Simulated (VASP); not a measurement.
Calculation: revPBE GGA, VASP's PBE PAW potentials (set 64) (plane waves; VASP 6.6.1).

VASP input:

KPOINTS:
```
k-points along high-symmetry lines
10
Line-mode
Reciprocal
  0.000000   0.000000   0.000000 ! GAMMA
  0.000000   0.500000   0.000000 ! X

  0.000000   0.500000   0.000000 ! X
  0.500000   0.500000   0.000000 ! M

  0.500000   0.500000   0.000000 ! M
  0.000000   0.000000   0.000000 ! GAMMA

  0.000000   0.000000   0.000000 ! GAMMA
  0.000000   0.000000   0.500000 ! Z

  0.000000   0.000000   0.500000 ! Z
  0.000000   0.500000   0.500000 ! R

  0.000000   0.500000   0.500000 ! R
  0.500000   0.500000   0.500000 ! A

  0.500000   0.500000   0.500000 ! A
  0.000000   0.000000   0.500000 ! Z

  0.000000   0.500000   0.000000 ! X
  0.000000   0.500000   0.500000 ! R

  0.500000   0.500000   0.000000 ! M
  0.500000   0.500000   0.500000 ! A
```

File POSCAR:
```
SiO2
4.2577280
  1.0000000047   0.0000000000   0.0000000000
  0.0000000000   1.0000000047   0.0000000000
  0.0000000000   0.0000000000   0.6336384735
Si O
2 4
Cart
  0.0000000000   0.0000000000   0.0000000000
  0.5000000024   0.5000000024   0.3168192367
  0.3072866032   0.3072866032   0.0000000000
  0.8072866055   0.1927133992   0.3168192367
  0.1927133992   0.8072866055   0.3168192367
  0.6927134016   0.6927134016   0.0000000000
```

INCAR:
```
SYSTEM = SiO2
PREC = Accurate
ENCUT = 520
EDIFF = 1E-7
NELM = 100
ALGO = Normal
LREAL = .FALSE.
LASPH = .TRUE.
ISMEAR = 0
SIGMA = 0.05
GGA = RE
LWAVE = .FALSE.
LCHARG = .FALSE.
LORBIT = 11
ICHARG = 11
```

POTCAR, in this order: Si O (PBE.64 set). Program: vasp_std. Read from the step before: CHGCAR.

Output

File OSZICAR:
```
       N       E                     dE             d eps       ncg     rms          rms(c)
DAV:   1     0.166089517175E+03    0.16609E+03   -0.17802E+04  3616   0.153E+03
DAV:   2    -0.362226018408E+02   -0.20231E+03   -0.19316E+03  4916   0.313E+02
DAV:   3    -0.435827465982E+02   -0.73601E+01   -0.73199E+01  4320   0.630E+01
DAV:   4    -0.436528430573E+02   -0.70096E-01   -0.69972E-01  4284   0.693E+00
DAV:   5    -0.436538423503E+02   -0.99929E-03   -0.99913E-03  4180   0.768E-01
DAV:   6    -0.436538680581E+02   -0.25708E-04   -0.25707E-04  4352   0.106E-01
DAV:   7    -0.436538687274E+02   -0.66936E-06   -0.66937E-06  4144   0.159E-02
DAV:   8    -0.436538687528E+02   -0.25350E-07   -0.25342E-07  3312   0.255E-03
   1 F= -.43653869E+02 E0= -.43653869E+02  d E =-.245199E-18
```

OUTCAR:
```
 val. band max:        7.6389155396   @ k =   0.0000   0.0000   0.0000

 cond. band min:      12.5288230826   @ k =   0.0000   0.0000   0.0000



 k-point     1 :       0.0000    0.0000    0.0000
  band No.  band energies     occupation
      1     -14.4749      2.00000
      2     -11.1059      2.00000
      3     -11.1059      2.00000
      4     -10.9729      2.00000
      5      -2.8538      2.00000
      6       1.4993      2.00000
      7       1.4993      2.00000
      8       1.8688      2.00000
      9       2.5242      2.00000
     10       2.7433      2.00000
     11       4.6652      2.00000
     12       4.6652      2.00000
     13       5.1588      2.00000
     14       6.8052      2.00000
     15       6.8052      2.00000
     16       7.6389      2.00000
     17      12.5288      0.00000
     18      14.2953      0.00000
     19      15.9342      0.00000
     20      15.9342      0.00000

 k-point     2 :       0.0000    0.0556    0.0000
  band No.  band energies     occupation
      1     -14.4598      2.00000
      2     -11.2585      2.00000
      3     -11.0985      2.00000
      4     -10.8520      2.00000
      5      -2.8316      2.00000
      6       1.3827      2.00000
      7       1.4995      2.00000
      8       1.9299      2.00000
      9       2.5357      2.00000
     10       2.8432      2.00000
     11       4.6302      2.00000
     12       4.6715      2.00000
     13       5.1712      2.00000
     14       6.7337      2.00000
     15       6.7995      2.00000
     16       7.6158      2.00000
     17      12.5861      0.00000
     18      14.3197      0.00000
     19      15.9389      0.00000
     20      15.9417      0.00000

 k-point     3 :       0.0000    0.1111    0.0000
  band No.  band energies     occupation
      1     -14.4147      2.00000
      2     -11.4873      2.00000
      3     -11.0767      2.00000
      4     -10.7168      2.00000
      5      -2.7659      2.00000
      6       1.1077      2.00000
...
```

The density is held fixed in this step, so its total energy and stress have no physical meaning.

The compound is SiO2 in the rutile structure, stishovite, a high-pressure form. It was relaxed first.
